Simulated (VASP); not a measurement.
All values below come from r2SCAN meta-GGA, VASP's PBE PAW potentials (set 64) (plane waves; VASP).

A VASP calculation is set up with these files.

INCAR:
```
# general
SYSTEM  = PbO
PREC    = Accurate
ENCUT   = 600   # plane-wave cut-off (eV)
LREAL   = .FALSE.
LASPH   = .TRUE.   # aspherical one-centre terms

# electronic loop
EDIFF   = 1E-7   # SCF stop (eV)
NELM    = 100   # most electronic steps
ALGO    = Normal   # blocked Davidson
LMAXMIX = 4   # l cut-off of mixed one-centre charges
LMIXTAU = .TRUE.

# smearing
ISMEAR  = 0   # Gaussian
SIGMA   = 0.05

# functional
METAGGA = R2SCAN

# ions
ISIF    = 2

# output
LWAVE   = .FALSE.
LCHARG  = .FALSE.
```

**KPOINTS**
```
Automatic mesh
0
Gamma
6 6 4
0 0 0
```

**POSCAR**
```
PbO
1.0
  3.9966200810  -0.0599493012   0.0000000000
 -0.0599493012   3.9966200810   0.0000000000
  0.0000000000   0.0000000000   5.2615356175
Pb O
2 2
Cart
  1.9983100405  -0.0299746506   4.0710328151
 -0.0299746506   1.9983100405   1.1905028024
  1.9683353899   1.9683353899   0.0000000000
  0.0000000000   0.0000000000   0.0000000000
```

POTCAR, in this order: Pb_d O (PBE.64 set). Program: vasp_std.

The resulting files:

OUTCAR:
```
 ion  position               nearest neighbor table
   1  0.500  0.000  0.774-   3 2.33   4 2.33   3 2.33   4 2.33   2 3.66   2 3.66   2 3.73   2 3.73
                             2 4.01   2 4.01   2 4.07   2 4.07
   2  0.000  0.500  0.226-   3 2.33   4 2.33   4 2.33   3 2.33   1 3.66   1 3.66   1 3.73   1 3.73
                             1 4.01   1 4.01   1 4.07   1 4.07
   3  0.500  0.500  0.000-   1 2.33   2 2.33   1 2.33   2 2.33
   4  0.000  0.000  0.000-   1 2.33   2 2.33   2 2.33   1 2.33
  LATTYP: Found a base centered orthorhombic cell.
 ALAT       =     5.5672932074
 B/A-ratio  =     1.0304568528
 C/A-ratio  =     0.9450796683
 Subroutine PRICEL returns:
 Original cell was already a primitive cell.
 Subroutine GETGRP returns: Found  8 space group operations
The static configuration has the point symmetry D_2 .
 The point group associated with its full space group is D_2h.
The dynamic configuration has the point symmetry D_2 .
 Subroutine INISYM returns: Found  8 space group operations
 Subroutine IBZKPT returns following result:
 Found     39 irreducible k-points:

 Following reciprocal coordinates:
            Coordinates               Weight
  0.000000  0.000000  0.000000      1.000000
  0.166667  0.000000  0.000000      4.000000
  0.333333  0.000000  0.000000      4.000000
  0.500000  0.000000  0.000000      2.000000
  0.166667  0.166667  0.000000      2.000000
  0.333333  0.166667  0.000000      4.000000
  0.500000  0.166667  0.000000      4.000000
 -0.333333  0.166667  0.000000      4.000000
 -0.166667  0.166667  0.000000      2.000000
  0.333333  0.333333  0.000000      2.000000
  0.500000  0.333333  0.000000      4.000000
 -0.333333  0.333333  0.000000      2.000000
  0.500000  0.500000  0.000000      1.000000
  0.000000  0.000000  0.250000      2.000000
  0.166667  0.000000  0.250000      8.000000
  0.333333  0.000000  0.250000      8.000000
  0.500000  0.000000  0.250000      4.000000
  0.166667  0.166667  0.250000      4.000000
  0.333333  0.166667  0.250000      8.000000
  0.500000  0.166667  0.250000      8.000000
 -0.333333  0.166667  0.250000      8.000000
 -0.166667  0.166667  0.250000      4.000000
  0.333333  0.333333  0.250000      4.000000
  0.500000  0.333333  0.250000      8.000000
 -0.333333  0.333333  0.250000      4.000000
  0.500000  0.500000  0.250000      2.000000
  0.000000  0.000000  0.500000      1.000000
  0.166667  0.000000  0.500000      4.000000
  0.333333  0.000000  0.500000      4.000000
  0.500000  0.000000  0.500000      2.000000
  0.166667  0.166667  0.500000      2.000000
  0.333333  0.166667  0.500000      4.000000
  0.500000  0.166667  0.500000      4.000000
 -0.333333  0.166667  0.500000      4.000000
 -0.166667  0.166667  0.500000      2.000000
  0.333333  0.333333  0.500000      2.000000
  0.500000  0.333333  0.500000      4.000000
 -0.333333  0.333333  0.500000      2.000000
  0.500000  0.500000  0.500000      1.000000
   k-points           NKPTS =     39   k-points in BZ     NKDIM =     39   number of bands    NBANDS=     24
   number of dos      NEDOS =    301   number of ions     NIONS =      4
   total plane-waves  NPLWV =  43008
   dimension x,y,z NGX =    32 NGY =   32 NGZ =   42
   dimension x,y,z NGXF=    64 NGYF=   64 NGZF=   84
   ions per type =               2   2
   PREC   = accura    normal or accurate (medium, high low for compatibility)
   ISTART =      0    job   : 0-new  1-cont  2-samecut
   ICHARG =      2    charge: 1-file 2-atom 10-const
   ISPIN  =      1    spin polarized calculation?
   LNONCOLLINEAR =      F non collinear calculations
   LSORBIT =      F    spin-orbit coupling
   INIWAV =      1    electr: 0-lowe 1-rand  2-diag
...
```

File OSZICAR:
```
       N       E                     dE             d eps       ncg     rms          rms(c)
DAV:   1     0.370626933542E+03    0.37063E+03   -0.22154E+04  1872   0.219E+03
DAV:   2    -0.776794685263E+02   -0.44831E+03   -0.44108E+03  1960   0.529E+02
DAV:   3    -0.143028699145E+03   -0.65349E+02   -0.63988E+02  2656   0.208E+02
DAV:   4    -0.145216892707E+03   -0.21882E+01   -0.21872E+01  1952   0.429E+01
DAV:   5    -0.145303119720E+03   -0.86227E-01   -0.86219E-01  2744   0.830E+00    0.112E+01
DAV:   6    -0.132405957763E+03    0.12897E+02   -0.26040E+01  3104   0.638E+01    0.372E+00
DAV:   7    -0.128873442190E+03    0.35325E+01   -0.27381E+00  1904   0.127E+01    0.231E+00
DAV:   8    -0.133372806732E+03   -0.44994E+01   -0.13177E+00  2424   0.127E+01    0.572E-01
DAV:   9    -0.129253322167E+03    0.41195E+01   -0.60178E-01  2184   0.735E+00    0.408E-01
DAV:  10    -0.129394498192E+03   -0.14118E+00   -0.12896E-01  2192   0.332E+00    0.244E-01
DAV:  11    -0.129411633487E+03   -0.17135E-01   -0.98914E-02  1896   0.304E+00    0.166E-01
DAV:  12    -0.129492323217E+03   -0.80690E-01   -0.44825E-02  2144   0.194E+00    0.524E-02
DAV:  13    -0.129513361279E+03   -0.21038E-01   -0.72570E-03  2176   0.779E-01    0.394E-02
DAV:  14    -0.129514464184E+03   -0.11029E-02   -0.13299E-03  2496   0.410E-01    0.199E-02
DAV:  15    -0.129514662955E+03   -0.19877E-03   -0.34286E-04  2080   0.181E-01    0.128E-02
DAV:  16    -0.129514475236E+03    0.18772E-03   -0.78553E-05  2480   0.936E-02    0.904E-03
DAV:  17    -0.129514702983E+03   -0.22775E-03   -0.22041E-04  1952   0.145E-01    0.284E-03
DAV:  18    -0.129514733563E+03   -0.30580E-04   -0.11064E-05  2352   0.303E-02    0.333E-03
DAV:  19    -0.129514743236E+03   -0.96730E-05   -0.50730E-06  2056   0.238E-02    0.125E-03
DAV:  20    -0.129514744456E+03   -0.12204E-05   -0.17606E-06  2384   0.146E-02    0.107E-03
DAV:  21    -0.129514744979E+03   -0.52235E-06   -0.26454E-07  1672   0.625E-03    0.763E-04
DAV:  22    -0.129514744995E+03   -0.15966E-07   -0.71656E-08  1520   0.348E-03
   1 F= -.12951474E+03 E0= -.12951474E+03  d E =-.701214E-15
```

### OUTCAR
```
------------------------ aborting loop because EDIFF is reached ----------------------------------------
  FORCE on cell =-STRESS in cart. coord.  units (eV):
  Direction    XX          YY          ZZ          XY          YZ          ZX
  --------------------------------------------------------------------------------------
  Total        0.0000102      0.0000102     -0.0253585      0.9397586      0.0000000      0.0000000
  in kB        0.0001948      0.0001948     -0.4835405     17.9195198      0.0000000      0.0000000
  external PRESSURE =      -0.1610503 kB  Pullay stress =       0.0000000 kB
  volume of cell :       84.02
      direct lattice vectors                 reciprocal lattice vectors
     3.996620081 -0.059949301  0.000000000     0.250267734  0.003754016  0.000000000
    -0.059949301  3.996620081  0.000000000     0.003754016  0.250267734  0.000000000
     0.000000000  0.000000000  5.261535617     0.000000000  0.000000000  0.190058582
 POSITION                                       TOTAL-FORCE (eV/Angst)
 -----------------------------------------------------------------------------------
      1.99831     -0.02997      4.07103         0.000000      0.000000      0.016481
     -0.02997      1.99831      1.19050        -0.000000      0.000000     -0.016481
      1.96834      1.96834      0.00000        -0.000000      0.000000      0.000000
      0.00000      0.00000      0.00000         0.000000      0.000000      0.000000
 -----------------------------------------------------------------------------------
    total drift:                                0.000000     -0.000000      0.000000
  FREE ENERGIE OF THE ION-ELECTRON SYSTEM (eV)
  ---------------------------------------------------
  free  energy   TOTEN  =      -129.5147449947 eV

  energy  without entropy=     -129.5147449947  energy(sigma->0) =     -129.51474499
```
(Selected blocks of OUTCAR.)

File OUTCAR:
```
 val. band max:        4.3714338547   @ k =   0.0000   0.0000   0.0000

 cond. band min:       6.1148822587   @ k =   0.5000   0.5000   0.0000


 Fermi energy:         4.6281241671

 k-point     1 :       0.0000    0.0000    0.0000
  band No.  band energies     occupation
      1     -14.9485      2.00000
      2     -14.3468      2.00000
      3     -12.1451      2.00000
      4     -12.1104      2.00000
      5     -12.0718      2.00000
      6     -12.0620      2.00000
      7     -11.9776      2.00000
      8     -11.9311      2.00000
      9     -11.9222      2.00000
     10     -11.9162      2.00000
     11     -11.8950      2.00000
     12     -10.7172      2.00000
     13      -3.0211      2.00000
     14      -2.2194      2.00000
     15       0.0599      2.00000
     16       0.0990      2.00000
     17       2.4908      2.00000
     18       2.6119      2.00000
     19       2.8325      2.00000
     20       4.3714      2.00000
     21       6.9105      0.00000
     22       9.7397      0.00000
     23      10.4974      0.00000
     24      10.6767      0.00000

 k-point     2 :       0.1667    0.0000    0.0000
  band No.  band energies     occupation
      1     -14.8890      2.00000
      2     -14.3711      2.00000
      3     -12.1309      2.00000
      4     -12.0995      2.00000
      5     -12.0549      2.00000
      6     -12.0443      2.00000
      7     -11.9926      2.00000
      8     -11.9333      2.00000
      9     -11.9262      2.00000
     10     -11.9034      2.00000
     11     -11.8480      2.00000
     12     -10.7830      2.00000
     13      -3.0940      2.00000
     14      -2.2474      2.00000
     15       0.1521      2.00000
     16       0.2436      2.00000
     17       2.0902      2.00000
     18       2.4400      2.00000
     19       2.6468      2.00000
     20       4.3261      2.00000
     21       7.6083      0.00000
     22       9.0175      0.00000
     23      10.2575      0.00000
     24      10.3387      0.00000
...
```

Unless said otherwise, spin-orbit coupling is left out, though it shifts the bands of the heavy elements here.

The compound is PbO in the litharge structure. This cell was strained or had an atom moved on purpose.
